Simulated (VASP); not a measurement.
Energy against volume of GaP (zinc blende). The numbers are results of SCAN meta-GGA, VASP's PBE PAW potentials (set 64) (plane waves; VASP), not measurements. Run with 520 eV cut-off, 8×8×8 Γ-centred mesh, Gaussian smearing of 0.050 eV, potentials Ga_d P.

```
V (Å³/atom)  E (eV/atom)
-----------  -----------
19.628         -13.82537
20.235         -13.82932
20.842         -13.82388
21.449         -13.80940
```

Problem. Fit these four points and predict the energy of the run at 19.021 Å³/atom.

Solution. A cubic in V^(−2/3), the third-order Birch-Murnaghan form, passes through the four points with V0 = 20.18 Å³/atom and B0 = 83 GPa, and gives -13.8118 eV/atom there. The run gave -13.8095 eV/atom, +2.3 meV/atom from the fit; all five points give B0 = 88 GPa.

The compound is GaP in the zinc blende structure. It was relaxed first.
